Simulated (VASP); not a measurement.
Input for VASP

File KPOINTS:
```
kpoints
0
G
  5 5 5
0 0 0
```

INCAR:
```
SYSTEM = TiCl3
PREC = Accurate
ENCUT = 300
EDIFF = 1E-6
NELM = 100
ALGO = Normal
LREAL = .FALSE.
LASPH = .TRUE.
ISMEAR = 0
SIGMA = 0.05
GGA = PE
LMAXMIX = 4
LWAVE = .FALSE.
LCHARG = .FALSE.
ISIF = 2
```

File POSCAR:
```
TiCl3
1.0
  4.6260860000   0.0000000000   0.0000000000
  0.0000000000   4.6260860000   0.0000000000
  0.0000000000   0.0000000000   4.6260860000
Ti Cl
1 3
Cartesian
  0.0000000000   0.0000000000   0.0000000000
  2.3130430000   0.0000000000   0.0000000000
  0.0000000000   0.0000000000   2.3130430000
  0.0000000000   2.3130430000   0.0000000000
```

POTCAR, in this order: Ti_sv Cl (PBE.64 set). Program: vasp_std.

Translate this PBE calculation to Quantum ESPRESSO's pw.x.

One equivalent input (not run):
```
&CONTROL
  calculation = 'scf'
  pseudo_dir = './pseudo'
  outdir = './out'
  tprnfor = .true.
  tstress = .true.
/
&SYSTEM
  ibrav = 0
  nat = 4
  ntyp = 2
  ecutwfc = 84
  occupations = 'smearing'
  smearing = 'gaussian'
  degauss = 0.003675
  input_dft = 'pbe'
/
&ELECTRONS
  conv_thr = 7.3e-08
  electron_maxstep = 100
/
ATOMIC_SPECIES
  Ti 47.867 Ti.upf
  Cl 35.450 Cl.upf
CELL_PARAMETERS angstrom
     4.6260860    0.0000000    0.0000000
     0.0000000    4.6260860    0.0000000
     0.0000000    0.0000000    4.6260860
ATOMIC_POSITIONS crystal
  Ti   0.0000000  0.0000000  0.0000000
  Cl   0.5000000  0.0000000  0.0000000
  Cl   0.0000000  0.0000000  0.5000000
  Cl   0.0000000  0.5000000  0.0000000
K_POINTS automatic
  5 5 5 0 0 0
```
Limits of the translation: the potentials are each code's own (VASP's PAW set, PseudoDojo norm-conserving files in pw.x), so ENCUT and ecutwfc are chosen apart and not converted; conv_thr bounds pw.x's estimated SCF error, while EDIFF bounds the energy change between steps.

The structure was generated: TiCl3 was put into an ordered model structure, which need not be its known phase. The cell was not relaxed at this level, and its volume differs by -5.9 % from the start's.
